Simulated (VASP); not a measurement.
A run of VASP 6.6.1:

The input INCAR:

```
ALGO = Fast ; EDIFF = 1E-6
ENCUT = 520 ; ISIF = 2
ISMEAR = 0 ; LASPH = T
LCHARG = F ; LREAL = F
LWAVE = F ; NBANDS = 18
NELM = 100 ; PREC = Accurate
SIGMA = 0.1
```

Contents of KPOINTS:

```
k-points
0
Gamma
  8 8 8
```

POSCAR

```
SnC2
1.0
   -1.7597399453      1.7597399453      2.9131402279
    1.7597399453     -1.7597399453      2.9131402279
    1.7597399453      1.7597399453     -2.9131402279
Sn C
1 2
Direct
    0.0000000000      0.0000000000      0.0000000000
    0.5978927200      0.5978927200      0.0000000000
    0.4021072800      0.4021072800      0.0000000000
```

Potentials or basis: VASP PAW LDA potentials, release 64 (Sn_d, C).

Run with:

```sh
$ cat potpaw_LDA.64/Sn_d/POTCAR potpaw_LDA.64/C/POTCAR > POTCAR
$ mpirun -np 1 vasp_std > vasp.out
```

Hardware: 1 thread of Intel(R) Xeon(R) Platinum 8375C CPU @ 2.90GHz (Ice Lake), on a shared host.

**Question.** Estimate the wall time of this run.

**Answer.** Run time: 32 s on 1 thread of Intel(R) Xeon(R) Platinum 8375C CPU @ 2.90GHz (Ice Lake) (shared host), peak memory 0.16 GiB. Counts: scf iterations 15, k points 59.
